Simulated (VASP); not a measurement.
# CaPtS3 (Pm-3m) in VASP: further runs, part 2 of 2

VASP 6.6.1. Earlier steps stand in the parts before.

## Step 3: Relaxation of cell and atoms, PBE

The input, INCAR:

```
SYSTEM = CaPtS3
PREC     = Accurate       ! precision mode
ENCUT    = 600            ! plane-wave cutoff, eV
EDIFF    = 1E-6           ! SCF threshold, eV
ISMEAR   = 0              ! smearing method
SIGMA    = 0.1            ! smearing width, eV
LREAL    = .FALSE.        ! projectors in reciprocal space
LASPH    = .TRUE.         ! aspherical terms in the spheres
NELM     = 60             ! most SCF steps
ALGO     = Fast           ! electronic algorithm
ISIF     = 3              ! what is computed and relaxed
LWAVE    = .FALSE.        ! write WAVECAR
LCHARG   = .FALSE.        ! write CHGCAR
GGA      = PE             ! functional
IBRION   = 2              ! ionic algorithm
NSW      = 100            ! ionic steps
EDIFFG   = -0.01          ! ionic threshold
```

The input, KPOINTS:

```
Automatic mesh
0
G
  8 8 8
  0 0 0
```

The input, POSCAR:

```
CaPtS3
1.0
    4.7686234227      0.0000000000      0.0000000000
    0.0000000000      4.7686234227      0.0000000000
    0.0000000000      0.0000000000      4.7686234227
Ca Pt S
1 1 3
Direct
    0.5000000000      0.5000000000      0.5000000000
    0.0000000000      0.0000000000      0.0000000000
    0.5000000000      0.0000000000      0.0000000000
    0.0000000000      0.5000000000      0.0000000000
    0.0000000000      0.0000000000      0.5000000000
```

Potentials or basis: VASP PAW PBE potentials, release 64 (Ca_sv, Pt, S).

On the command line:

```bash
> cat potpaw_PBE.64/Ca_sv/POTCAR potpaw_PBE.64/Pt/POTCAR potpaw_PBE.64/S/POTCAR > POTCAR
> mpirun -np 1 vasp_std > vasp.out
```

OUTCAR:

```text
SYSTEM = CaPtS3
   PREC = Accurate
   ENCUT = 600
   EDIFF = 1E-6
   ISMEAR = 0
   LREAL = .FALSE.
   LASPH = .TRUE.
   NELM = 60
   ISIF = 3
   GGA = PE
   IBRION = 2
   NSW = 100
   EDIFFG = -0.01

 ion  position               nearest neighbor table
   1  0.500  0.500  0.500-
   2  0.000  0.000  0.000-   3 2.38   4 2.38   5 2.38   5 2.38   4 2.38   3 2.38
   3  0.500  0.000  0.000-   2 2.38   2 2.38
   4  0.000  0.500  0.000-   2 2.38   2 2.38
   5  0.000  0.000  0.500-   2 2.38   2 2.38

  LATTYP: Found a simple cubic cell.
 ALAT       =     4.7686234227

  Lattice vectors:

 A1 = (   4.7686234227,   0.0000000000,   0.0000000000)
 A2 = (   0.0000000000,   4.7686234227,   0.0000000000)
 A3 = (   0.0000000000,   0.0000000000,   4.7686234227)

Analysis of symmetry for initial positions (statically):
=====================================================================
 Subroutine PRICEL returns:
 Original cell was already a primitive cell.

 Routine SETGRP: Setting up the symmetry group for a
 simple cubic supercell.

 Subroutine GETGRP returns: Found 48 space group operations
 (whereof 48 operations were pure point group operations)
 out of a pool of 48 trial point group operations.

The static configuration has the point symmetry O_h .

Analysis of symmetry for dynamics (positions and initial velocities):
=====================================================================
 Subroutine PRICEL returns:
 Original cell was already a primitive cell.

 Routine SETGRP: Setting up the symmetry group for a
 simple cubic supercell.

 Subroutine GETGRP returns: Found 48 space group operations
 (whereof 48 operations were pure point group operations)
 out of a pool of 48 trial point group operations.

The dynamic configuration has the point symmetry O_h .

 Subroutine INISYM returns: Found 48 space group operations
 (whereof 48 operations are pure point group operations),
 and found     1 'primitive' translations

----------------------------------------------------------------------------------------

                                     Primitive cell

  volume of cell :     108.4374

  direct lattice vectors                    reciprocal lattice vectors
     4.768623423  0.000000000  0.000000000     0.209704125  0.000000000  0.000000000
     0.000000000  4.768623423  0.000000000     0.000000000  0.209704125  0.000000000
     0.000000000  0.000000000  4.768623423     0.000000000  0.000000000  0.209704125

  length of vectors
     4.768623423  4.768623423  4.768623423     0.209704125  0.209704125  0.209704125

  position of ions in fractional coordinates (direct lattice)
     0.500000000  0.500000000  0.500000000
     0.000000000  0.000000000  0.000000000
     0.500000000  0.000000000  0.000000000
     0.000000000  0.500000000  0.000000000
     0.000000000  0.000000000  0.500000000

  ion indices of the primitive-cell ions
   primitive index   ion index
                 1           1
                 2           2
                 3           3
                 4           4
                 5           5

[... 29 lines left out ...]
  0.125000  0.000000  0.000000      6.000000
  0.250000  0.000000  0.000000      6.000000
  0.375000  0.000000  0.000000      6.000000
  0.500000  0.000000  0.000000      3.000000
  0.125000  0.125000  0.000000     12.000000
[... 16 lines left out ...]
  0.375000  0.375000  0.125000     24.000000
  0.500000  0.375000  0.125000     24.000000
 [... further k-points ...]
   k-points           NKPTS =     35   k-points in BZ     NKDIM =     35   number of bands    NBANDS=     23
   number of dos      NEDOS =    301   number of ions     NIONS =      5
   total plane-waves  NPLWV =  64000
   dimension x,y,z NGX =    40 NGY =   40 NGZ =   40
   dimension x,y,z NGXF=    80 NGYF=   80 NGZF=   80
   ions per type =               1   1   3
   NGX,Y,Z   is equivalent  to a cutoff of  13.94, 13.94, 13.94 a.u.
   NGXF,Y,Z  is equivalent  to a cutoff of  27.89, 27.89, 27.89 a.u.
 SYSTEM =  CaPtS3
   PREC   = accura    normal or accurate (medium, high low for compatibility)
   ISTART =      0    job   : 0-new  1-cont  2-samecut
   ICHARG =      2    charge: 1-file 2-atom 10-const
   ISPIN  =      1    spin polarized calculation?
   LNONCOLLINEAR =      F non collinear calculations
   LSORBIT =      F    spin-orbit coupling
   LASPH  =      T    aspherical Exc in radial PAW
   ENCUT  =  600.0 eV  44.10 Ry    6.64 a.u.   9.52  9.52  9.52*2*pi/ulx,y,z
   NELM   =     60;   NELMIN=  2; NELMDL= -5     # of ELM steps
   EDIFF  = 0.1E-05   stopping-criterion for ELM
   LREAL  =      F    real-space projection
   EDIFFG = -.1E-01   stopping-criterion for IOM
   NSW    =    100    number of steps for IOM
   IBRION =      2    ionic relax: 0-MD 1-quasi-New 2-CG
   NFREE  =      1    steps in history (QN), initial steepest desc. (CG)
   ISIF   =      3    stress and relaxation
   ISYM   =      2    0-nonsym 1-usesym 2-fastsym
   POTIM  = 0.5000    time-step for ionic-motion
   TEBEG  =    0.0;   TEEND  =   0.0 temperature during run
   PSTRESS=    0.0 pullay stress
   NELECT =      38.0000    total number of electrons
   NUPDOWN=      -1.0000    fix difference up-down
   EMIN   =  10.00;   EMAX   =-10.00  energy-range for DOS
   EFERMI =   0.00;   METHOD = LEGACY
   ISMEAR =     0;   SIGMA  =   0.10  broadening in eV -4-tet -1-fermi 0-gaus
   EFERMI_NEDOS =   21; number of points for ismear=-14 and -15
   IALGO  =     68    algorithm
   IMIX   =      4    mixing-type and parameters
     AMIX     =   0.40;   BMIX     =  1.00
     AMIX_MAG =   1.60;   BMIX_MAG =  1.00
  volume/ion in A,a.u.               =      21.69       146.35
  Fermi-wavevector in a.u.,A,eV,Ry     =   1.154187  2.181098 18.124982  1.332149
  Thomas-Fermi vector in A             =   2.290826
   LORBIT       =      0    0 simple, 1 ext, 2 COOP (PROOUT), +10 PAW based schemes
   GGA     = PE    functional components
   LHFCALC =     F    Hartree Fock is set to
   AEXX    =    0.0000 exact exchange contribution
   IVDW    =     0    specifies the selected vdW correction
   LEPSILON=     F    determine dielectric tensor
   LRPA    =     F    only Hartree local field effects (RPA)
 conjugate gradient relaxation of ions
 non-spin polarized calculation
 RMM-DIIS sequential band-by-band and
 Gauss-broadening in eV      SIGMA  =   0.10
  energy-cutoff  :      600.00
  volume of cell :      108.44
 maximum number of plane-waves:      3695
 NGX is ok and might be reduce to    40
   NGX = 19   NGY = 19   NGZ = 19

 number of electron      37.9999993 magnetization

 Free energy of the ion-electron system (eV)
  ---------------------------------------------------
  ext. energy  EPLUGINS =         0.00000000
  ---------------------------------------------------
  free energy    TOTEN  =       -22.66259896 eV

  energy without entropy =      -22.63965748  energy(sigma->0) =      -22.65112822

 E-fermi :   4.4533     XC(G=0):  -9.7740

 val. band max:        4.4357587867   @ k =   0.5000   0.2500   0.1250
 cond. band min:       4.4651249048   @ k =   0.3750   0.3750   0.2500
 fundamental gap:      0.0293661181
 Fermi energy:         4.4532995581

 k-point     1 :       0.0000    0.0000    0.0000
  band No.  band energies     occupation
      1     -36.7644      2.00000
      2     -17.7068      2.00000
      3     -17.7068      2.00000
      4     -17.7068      2.00000
      5      -9.1766      2.00000
      6      -7.5127      2.00000
[... 613 lines left out ...]
     22       8.5166      0.00000
     23       8.8042      0.00000

 [... further k-points ...]

------------------------ aborting loop because EDIFF is reached ----------------------------------------

  FORCE on cell =-STRESS in cart. coord.  units (eV):
  Direction    XX          YY          ZZ          XY          YZ          ZX
  --------------------------------------------------------------------------------------
  -------------------------------------------------------------------------------------
  Total       -0.0305727     -0.0305727     -0.0305727     -0.0000000      0.0000000     -0.0000000
  in kB       -0.4517154     -0.4517154     -0.4517154     -0.0000000      0.0000000     -0.0000000
  external PRESSURE =      -0.4517154 kB  Pullay stress =       0.0000000 kB

 VOLUME and BASIS-vectors are now :
 -----------------------------------------------------------------------------
  energy-cutoff  :      600.00
  volume of cell :      108.44
      direct lattice vectors                 reciprocal lattice vectors
     4.768623423  0.000000000  0.000000000     0.209704125  0.000000000  0.000000000
     0.000000000  4.768623423  0.000000000     0.000000000  0.209704125  0.000000000
     0.000000000  0.000000000  4.768623423     0.000000000  0.000000000  0.209704125

 POSITION                                       TOTAL-FORCE (eV/Angst)
 -----------------------------------------------------------------------------------
      2.38431      2.38431      2.38431         0.000000      0.000000      0.000000
      0.00000      0.00000      0.00000         0.000000      0.000000      0.000000
      2.38431      0.00000      0.00000         0.000000      0.000000      0.000000
      0.00000      2.38431      0.00000         0.000000      0.000000      0.000000
      0.00000      0.00000      2.38431         0.000000      0.000000      0.000000
 -----------------------------------------------------------------------------------
    total drift:                               -0.000000      0.000000     -0.000000

  FREE ENERGIE OF THE ION-ELECTRON SYSTEM (eV)
  ---------------------------------------------------
  free  energy   TOTEN  =       -22.6625989599 eV

  energy  without entropy=      -22.6396574809  energy(sigma->0) =      -22.65112822

 reached required accuracy - stopping structural energy minimisation
```

Wall time 65 s (1 thread of Intel Xeon 6975P-C (Granite Rapids), shared host); peak memory 0.31 GiB.

What came out:

```yaml
Free_energy: -22.6626 eV
Pressure_after_relaxing: 0.0 GPa
Band_gap_on_the_k_mesh: none (metal or under the smearing width)
```

Final structure:
```yaml
crystal:
  lattice:
    - [4.76862, 0.00000, 0.00000]
    - [0.00000, 4.76862, 0.00000]
    - [0.00000, 0.00000, 4.76862]
  atoms:
    - { symbol: Ca, position: [0.50000, 0.50000, 0.50000] }
    - { symbol: Pt, position: [0.00000, 0.00000, 0.00000] }
    - { symbol: S, position: [0.50000, 0.00000, 0.00000] }
    - { symbol: S, position: [0.00000, 0.50000, 0.00000] }
    - { symbol: S, position: [0.00000, 0.00000, 0.50000] }
```

Levels at points of the mesh, in eV from the Fermi level:
| k point | band 17 | band 18 | band 19 | band 20 | band 21 | band 22 |
| --- | --- | --- | --- | --- | --- | --- |
| (0.00, 0.00, 0.00) | -1.04 | -1.04 | -0.48 | -0.48 | -0.48 | 1.44 |
| (0.50, 0.00, 0.00) | -0.78 | -0.78 | -0.02 | -0.02 | 0.13 | 3.73 |
| (0.50, 0.50, 0.00) | -0.82 | -0.16 | -0.16 | 0.25 | 3.98 | 4.10 |
| (0.50, 0.50, 0.50) | 0.37 | 0.37 | 0.37 | 2.74 | 3.81 | 3.81 |

Caveat: the relaxation stopped at its first step, so nothing moved.

## Step 4: Single point, PBE

This run uses another cell than the first one, of 20.55 Å³/atom, 0.948 times its volume.

The input, INCAR:

```
SYSTEM = CaPtS3
PREC = Accurate ; ENCUT = 520
EDIFF = 1E-6 ; ISMEAR = 0
SIGMA = 0.1 ; LREAL = .False.
LASPH = .True. ; NELM = 60
ALGO = Normal ; ISIF = 2
LWAVE = .False. ; LCHARG = .True.
GGA = PE ; LELF = .True.
LVHAR = .True. ; NBANDS = 27
```

The input, KPOINTS:

```
Automatic mesh
0
Gamma
  4 4 4
  0 0 0
```

POSCAR, as its differences from that of step 3:

```diff
@@ -2,5 +2,5 @@
 1.0
-    4.7686234227      0.0000000000      0.0000000000
-    0.0000000000      4.7686234227      0.0000000000
-    0.0000000000      0.0000000000      4.7686234227
+    4.6841072600      0.0000000000      0.0000000000
+    0.0000000000      4.6841072600      0.0000000000
+    0.0000000000      0.0000000000      4.6841072600
 Ca Pt S
```

Potentials or basis: VASP PAW PBE potentials, release 64 (Ca_sv, Pt, S).

On the command line:

```bash
> cat potpaw_PBE.64/Ca_sv/POTCAR potpaw_PBE.64/Pt/POTCAR potpaw_PBE.64/S/POTCAR > POTCAR
> mpirun -np 1 vasp_std > vasp.out
```

OUTCAR:

```text
SYSTEM = CaPtS3
   PREC = Accurate
   ENCUT = 520
   EDIFF = 1E-6
   ISMEAR = 0
   LREAL = .False.
   LASPH = .True.
   NELM = 60
   ISIF = 2
   GGA = PE

 ion  position               nearest neighbor table
   1  0.500  0.500  0.500-
   2  0.000  0.000  0.000-   3 2.34   4 2.34   5 2.34   5 2.34   4 2.34   3 2.34
   3  0.500  0.000  0.000-   2 2.34   2 2.34
   4  0.000  0.500  0.000-   2 2.34   2 2.34
   5  0.000  0.000  0.500-   2 2.34   2 2.34

  LATTYP: Found a simple cubic cell.
[... 486 lines left out ...]
  --------------------------------------------------------------------------------------
  -------------------------------------------------------------------------------------
  Total        3.1301479      3.1301479      3.1301479      0.0000000      0.0000000      0.0000000
  in kB       48.7972054     48.7972054     48.7972054      0.0000000      0.0000000      0.0000000
  external PRESSURE =      48.7972054 kB  Pullay stress =       0.0000000 kB

 VOLUME and BASIS-vectors are now :
 -----------------------------------------------------------------------------
  energy-cutoff  :      520.00
  volume of cell :      102.77
      direct lattice vectors                 reciprocal lattice vectors
     4.684107260  0.000000000  0.000000000     0.213487853  0.000000000  0.000000000
     0.000000000  4.684107260  0.000000000     0.000000000  0.213487853  0.000000000
     0.000000000  0.000000000  4.684107260     0.000000000  0.000000000  0.213487853

 POSITION                                       TOTAL-FORCE (eV/Angst)
 -----------------------------------------------------------------------------------
      2.34205      2.34205      2.34205         0.000000      0.000000      0.000000
      0.00000      0.00000      0.00000         0.000000      0.000000      0.000000
      2.34205      0.00000      0.00000         0.000000      0.000000      0.000000
      0.00000      2.34205      0.00000         0.000000      0.000000      0.000000
      0.00000      0.00000      2.34205         0.000000      0.000000      0.000000
 -----------------------------------------------------------------------------------
    total drift:                                0.000000      0.000000      0.000000

  FREE ENERGIE OF THE ION-ELECTRON SYSTEM (eV)
  ---------------------------------------------------
  free  energy   TOTEN  =       -22.7297696406 eV

  energy  without entropy=      -22.6918081785  energy(sigma->0) =      -22.71078891
```

OSZICAR:

```text
N       E                     dE             d eps       ncg     rms          rms(c)
DAV:   1     0.265078174002E+03    0.26508E+03   -0.17738E+04   540   0.129E+03
DAV:   2    -0.650919159359E+01   -0.27159E+03   -0.26439E+03   661   0.304E+02
DAV:   3    -0.242709953774E+02   -0.17762E+02   -0.17332E+02   829   0.700E+01
DAV:   4    -0.248421261215E+02   -0.57113E+00   -0.56739E+00   780   0.114E+01
DAV:   5    -0.248687550083E+02   -0.26629E-01   -0.26551E-01   772   0.168E+00    0.230E+01
DAV:   6    -0.236797682937E+02    0.11890E+01   -0.16655E+01   606   0.257E+01    0.205E+01
DAV:   7    -0.227228782668E+02    0.95689E+00   -0.39500E+00   628   0.142E+01    0.869E+00
DAV:   8    -0.227473902072E+02   -0.24512E-01   -0.41032E-01   694   0.340E+00    0.288E+00
DAV:   9    -0.227291087684E+02    0.18281E-01   -0.52992E-02   672   0.183E+00    0.451E-01
DAV:  10    -0.227295842405E+02   -0.47547E-03   -0.64923E-03   760   0.370E-01    0.157E-01
DAV:  11    -0.227297183858E+02   -0.13415E-03   -0.31122E-04   780   0.986E-02    0.712E-02
DAV:  12    -0.227297696562E+02   -0.51270E-04   -0.56687E-05   646   0.472E-02    0.859E-03
DAV:  13    -0.227297696406E+02    0.15536E-07   -0.50334E-06   748   0.113E-02
   1 F= -.22729770E+02 E0= -.22710789E+02  d E =-.379615E-01
```

stdout:

```text
POSCAR found type information on POSCAR CaPtS
 POSCAR found :  3 types and       5 ions
 scaLAPACK will be used
 LDA part: xc-table for (Slater+PW92), standard interpolation
 POSCAR, INCAR and KPOINTS ok, starting setup
 FFT: planning ... GRIDC
 FFT: planning ... GRID_SOFT
 FFT: planning ... GRID
 WAVECAR not read
 entering main loop
```

Run time: 13 s. Hardware: 1 thread of Intel Xeon 6975P-C (Granite Rapids), shared host; peak memory 0.21 GiB.

Results:

| Property | Result |
| --- | --- |
| Free energy | -22.7298 eV |
| Pressure | 4.9 GPa |
| Band gap on the k mesh | none (metal or under the smearing width) |

Spin-orbit coupling is left out, which matters for the levels of Pt.

## Step 5: Summary

| task | cell | k mesh | cutoff (eV) | gap on the mesh (eV) | pressure (GPa) |
| --- | --- | --- | --- | --- | --- |
| single point | Pm-3m, 21.69 Å³/atom | 8 × 8 × 8 | 520 | none | -0.1 |
| relaxation of cell and atoms | relaxed | 8 × 8 × 8 | 600 | none | 0.0 |
| single point | Pm-3m, 20.55 Å³/atom | 4 × 4 × 4 | 520 | none | 4.9 |

Alike in all rows: level PBE; potentials or basis VASP PAW PBE potentials, release 64 (Ca_sv, Pt, S); no spin polarisation; smearing gaussian 0.1 eV.

Caveats: the relaxation stopped at its first step, so nothing moved (some runs).

Absolute energies hang on the potentials; compare differences alone.
